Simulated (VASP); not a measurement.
```
CELL_PARAMETERS angstrom
      4.10192     0.00000     0.00000
      0.00000     4.10192     0.00000
      0.00000     0.00000     4.10192
ATOMIC_POSITIONS crystal
  Cs 0.00000 0.00000 0.00000
  Cl 0.50000 0.50000 0.50000
```

The numbers are results of optB88-vdW, VASP's PBE PAW potentials (set 64) (plane waves; VASP), not measurements. Run with 520 eV cut-off, Gaussian smearing of 0.050 eV, potentials Cs_sv Cl.

Unless said otherwise, spin-orbit coupling is left out, though it shifts the bands of the heavy elements here.

Give the energies of bands 3 to 11 at the high-symmetry points, in eV from the valence-band maximum.

```tsv
band	Γ	X	M	R
3	-5.84	-6.39	-6.65	-6.40
4	-5.84	-5.69	-6.65	-6.40
5	-5.84	-5.69	-5.60	-6.40
6	0.00	-1.21	-0.43	-1.14
7	0.00	-0.25	-0.43	-1.14
8	0.00	-0.25	-0.07	-1.14
9	5.29	6.37	5.92	8.56
10	5.34	7.65	6.02	8.56
11	5.34	8.99	7.98	8.56
```

The gap is direct, 5.29 eV, from the valence maximum at Γ to the conduction minimum at Γ.

Measured: gap 8.35 eV at 80 K (computed value off by -3.06 eV), as given by Wikipedia, Caesium chloride.

The compound is CsCl in the CsCl type structure. It was relaxed first.
